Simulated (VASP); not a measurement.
Calculation: PBE GGA, VASP's PBE PAW potentials (set 64) (plane waves; VASP).

VASP ran on this input.

### INCAR
```
! general
SYSTEM   =  GaN
PREC     =  Accurate
ENCUT    =  520
LREAL    =  .FALSE.
LASPH    =  .TRUE.

! electronic loop
EDIFF    =  1E-6
NELM     =  100
ALGO     =  Normal
LMAXMIX  =  4

! smearing
ISMEAR   =  0
SIGMA    =  0.05

! functional
GGA      =  PE

! ions
ISIF     =  2

! output
LWAVE    =  .FALSE.
LCHARG   =  .FALSE.
```

File KPOINTS:
```
Regular mesh
0
Gamma
 10 10 6
```

File POSCAR:
```
GaN
1
    1.5950000000    -2.7626210000     0.0000000000
    1.5950000000     2.7626210000     0.0000000000
    0.0000000000     0.0000000000     5.1900000000
Ga N
2 2
Direct
  0.6666670000   0.3333330000   0.5000000000
  0.3333330000   0.6666670000   0.0000000000
  0.6666670000   0.3333330000   0.8770000000
  0.3333330000   0.6666670000   0.3770000000
```

POTCAR, in this order: Ga_d N (PBE.64 set). Program: vasp_std.

### Question
Estimate the energy per atom (σ→0), pressure.

### Answer

| Quantity | Result |
|---|---|
| energy per atom (σ→0) | -6.077 eV/atom |
| pressure | 5.16 GPa |

File OSZICAR:
```
...
DAV:   8    -0.243270205986E+02    0.14611E-02   -0.27199E-01  3928   0.831E+00    0.839E-01
DAV:   9    -0.243053638565E+02    0.21657E-01   -0.11082E-01  4444   0.572E+00    0.334E-01
DAV:  10    -0.243063070421E+02   -0.94319E-03   -0.58544E-03  2876   0.823E-01    0.134E-01
DAV:  11    -0.243062613672E+02    0.45675E-04   -0.13918E-03  3814   0.716E-01    0.234E-02
DAV:  12    -0.243062761931E+02   -0.14826E-04   -0.16318E-04  2712   0.997E-02    0.143E-02
DAV:  13    -0.243062750875E+02    0.11056E-05   -0.22594E-05  3526   0.102E-01    0.408E-03
DAV:  14    -0.243062756837E+02   -0.59620E-06   -0.49050E-06  2848   0.198E-02
   1 F= -.24306276E+02 E0= -.24306276E+02  d E =-.393421E-11
```

The compound is GaN in the wurtzite structure. The cell was not relaxed at this level. The run is one of a series of settings (KPOINTS 10×10×6 Γ-centred mesh against the base run), some of them coarse on purpose.
